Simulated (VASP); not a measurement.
Here is a VASP 6.6.1 calculation.

The input INCAR:

```
SYSTEM = Li4BH
  ALGO = Normal
  EDIFF = 1E-6
  ENCUT = 520
  GGA = PE
  ISIF = 2
  ISMEAR = 0
  LASPH = .True.
  LCHARG = .True.
  LELF = .True.
  LREAL = .False.
  LVHAR = .True.
  LWAVE = .False.
  NBANDS = 17
  NELM = 100
  PREC = Accurate
  SIGMA = 0.1
```

File KPOINTS:

```
k-points
0
Gamma
  6 6 6
  0 0 0
```

Contents of POSCAR:

```
Li4BH
1.0
    0.0000000000      3.3729694568      3.3729694568
    3.3729694568      0.0000000000      3.3729694568
    3.3729694568      3.3729694568      0.0000000000
Li B H
4 1 1
Direct
    0.6265368436      0.1203894692      0.6265368436
    0.1203894692      0.6265368436      0.6265368436
    0.6265368436      0.6265368436      0.6265368436
    0.6265368436      0.6265368436      0.1203894692
    0.0000000000      0.0000000000      0.0000000000
    0.2500000000      0.2500000000      0.2500000000
```

Potentials or basis: VASP PAW PBE potentials, release 64 (Li_sv, B, H).

Command:

```sh
$ cat potpaw_PBE.64/Li_sv/POTCAR potpaw_PBE.64/B/POTCAR potpaw_PBE.64/H/POTCAR > POTCAR
$ mpirun -np 1 vasp_std > vasp.out
```

Estimate the band gap on the k mesh.

none (metal or under the smearing width).

Forces in eV/Å, atoms in the order of the input:
```
Li   0.001 -0.001  0.001
Li  -0.001  0.001  0.001
Li  -0.001 -0.001 -0.001
Li   0.001  0.001 -0.001
B    0.000  0.000  0.000
H    0.000  0.000  0.000
```
